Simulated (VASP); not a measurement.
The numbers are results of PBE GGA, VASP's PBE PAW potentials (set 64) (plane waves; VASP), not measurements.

Input for VASP

### INCAR
```
SYSTEM=Os
PREC=Accurate; ENCUT=400; LREAL=.False.
LASPH=.True.
EDIFF=1E-6; NELM=100; ALGO=Normal
LMAXMIX=6
ISMEAR=1; SIGMA=0.1
GGA=PE
IBRION=2; NSW=60; ISIF=3
EDIFFG=-0.01
LWAVE=.False.; LCHARG=.False.
```

KPOINTS:
```
Automatic mesh
0
Gamma
14 14 8
0 0 0
```

### POSCAR
```
Os
1
    1.3775670400    -2.3860157420     0.0000000000
    1.3775670400     2.3860157420    -0.0000000000
    0.0000000000     0.0000000000     4.3411551170
Os
2
Direct
  0.3333330000   0.6666670000   0.2500000000
  0.6666670000   0.3333330000   0.7500000000
```

POTCAR, in this order: Os (PBE.64 set). Program: vasp_std.

What VASP printed:

File OUTCAR:
```
 ion  position               nearest neighbor table
   1  0.333  0.667  0.250-   2 2.69   2 2.69   2 2.69   2 2.69   2 2.69   2 2.69
   2  0.667  0.333  0.750-   1 2.69   1 2.69   1 2.69   1 2.69   1 2.69   1 2.69
  LATTYP: Found a hexagonal cell.
 ALAT       =     2.7551337664
 C/A-ratio  =     1.5756603799
 Subroutine PRICEL returns:
 Original cell was already a primitive cell.
 Subroutine GETGRP returns: Found 24 space group operations
The static configuration has the point symmetry D_3d.
 The point group associated with its full space group is D_6h.
The dynamic configuration has the point symmetry D_3d.
 Subroutine INISYM returns: Found 24 space group operations
 Subroutine IBZKPT returns following result:
 Found    120 irreducible k-points:

 Following reciprocal coordinates:
            Coordinates               Weight
  0.000000  0.000000  0.000000      1.000000
  0.071429 -0.000000  0.000000      6.000000
  0.142857 -0.000000  0.000000      6.000000
  0.214286  0.000000  0.000000      6.000000
  0.285714  0.000000  0.000000      6.000000
  0.357143 -0.000000  0.000000      6.000000
  0.428571  0.000000  0.000000      6.000000
...
```

**OSZICAR**
```
       N       E                     dE             d eps       ncg     rms          rms(c)
DAV:   1     0.785928622709E+02    0.78593E+02   -0.65478E+03  2888   0.103E+03
DAV:   2    -0.190032522147E+02   -0.97596E+02   -0.88267E+02  3188   0.360E+02
DAV:   3    -0.238381274540E+02   -0.48349E+01   -0.45642E+01  3404   0.667E+01
DAV:   4    -0.239311419915E+02   -0.93015E-01   -0.92264E-01  3164   0.890E+00
DAV:   5    -0.239323998316E+02   -0.12578E-02   -0.12555E-02  3316   0.815E-01    0.224E+01
DAV:   6    -0.228205720057E+02    0.11118E+01   -0.12414E+00  3076   0.102E+01    0.101E+01
DAV:   7    -0.224990208981E+02    0.32155E+00   -0.85087E-01  3284   0.828E+00    0.445E-01
DAV:   8    -0.224932513176E+02    0.57696E-02   -0.73554E-03  2940   0.696E-01    0.270E-01
DAV:   9    -0.224910565151E+02    0.21948E-02   -0.14358E-03  3120   0.447E-01    0.555E-02
DAV:  10    -0.224910949814E+02   -0.38466E-04   -0.62660E-05  3168   0.789E-02    0.994E-03
DAV:  11    -0.224910638530E+02    0.31128E-04   -0.69417E-06  2984   0.309E-02    0.838E-04
DAV:  12    -0.224910632832E+02    0.56977E-06   -0.12484E-07  1540   0.386E-03
   1 F= -.22491063E+02 E0= -.22490606E+02  d E =-.224911E+02
```

**OUTCAR**
```
------------------------ aborting loop because EDIFF is reached ----------------------------------------
  FORCE on cell =-STRESS in cart. coord.  units (eV):
  Direction    XX          YY          ZZ          XY          YZ          ZX
  --------------------------------------------------------------------------------------
  Total        0.0113609      0.0113609      0.0106350      0.0000000     -0.0000000      0.0000000
  in kB        0.6378258      0.6378256      0.5970747      0.0000000     -0.0000000      0.0000000
  external PRESSURE =       0.6242420 kB  Pullay stress =       0.0000000 kB
  volume of cell :       28.54
      direct lattice vectors                 reciprocal lattice vectors
     1.377567040 -2.386015742  0.000000000     0.362958742 -0.209554359  0.000000000
     1.377567040  2.386015742  0.000000000     0.362958742  0.209554359  0.000000000
     0.000000000  0.000000000  4.341155117     0.000000000  0.000000000  0.230353437
 POSITION                                       TOTAL-FORCE (eV/Angst)
 -----------------------------------------------------------------------------------
      1.37757      0.79534      1.08529        -0.000000      0.000000      0.000000
      1.37757     -0.79534      3.25587         0.000000     -0.000000      0.000000
 -----------------------------------------------------------------------------------
    total drift:                               -0.000001      0.000024     -0.000020
  FREE ENERGIE OF THE ION-ELECTRON SYSTEM (eV)
  ---------------------------------------------------
  free  energy   TOTEN  =       -22.4910632832 eV

  energy  without entropy=      -22.4896906459  energy(sigma->0) =      -22.49060574

 reached required accuracy - stopping structural energy minimisation
```
(Selected blocks of OUTCAR.)

OUTCAR:
```
 val. band max:        9.1961434766   @ k =   0.0714   0.0714   0.3750

 cond. band min:       9.2005323806   @ k =   0.4286   0.0000   0.3750


 Fermi energy:         9.1964164599

 k-point     1 :       0.0000    0.0000    0.0000
  band No.  band energies     occupation
      1      -1.5944      2.00000
      2       1.5668      2.00000
      3       6.1979      2.00000
      4       6.1979      2.00000
      5       6.4755      2.00000
      6       7.0193      2.00000
      7       7.0193      2.00000
      8       7.6219      2.00000
      9       7.6219      2.00000
     10       9.2240      0.55246
     11      10.8009     -0.00000
     12      10.8009     -0.00000

 k-point     2 :       0.0714   -0.0000    0.0000
  band No.  band energies     occupation
      1      -1.3930      2.00000
      2       1.7448      2.00000
      3       5.8111      2.00000
      4       6.3745      2.00000
      5       6.7998      2.00000
      6       6.9124      2.00000
      7       7.1837      2.00000
      8       7.3673      2.00000
      9       7.4807      2.00000
     10       8.3982      2.00000
     11      10.8988     -0.00000
     12      11.9405      0.00000

 k-point     3 :       0.1429   -0.0000    0.0000
  band No.  band energies     occupation
      1      -0.8158      2.00000
      2       2.2159      2.00000
      3       5.2781      2.00000
      4       6.4000      2.00000
      5       6.5758      2.00000
      6       6.8926      2.00000
      7       7.1305      2.00000
      8       7.3413      2.00000
      9       7.6636      2.00000
     10       7.7747      2.00000
     11      11.1261     -0.00000
     12      13.7265      0.00000

 k-point     4 :       0.2143    0.0000    0.0000
  band No.  band energies     occupation
      1       0.0451      2.00000
      2       2.7201      2.00000
      3       4.9141      2.00000
      4       5.2374      2.00000
      5       6.2826      2.00000
      6       6.7027      2.00000
...
```

Unless said otherwise, spin-orbit coupling is left out, though it shifts the bands of the heavy elements here.

The compound is Os in the hcp structure. It was relaxed first. The start is the result of an earlier pass.
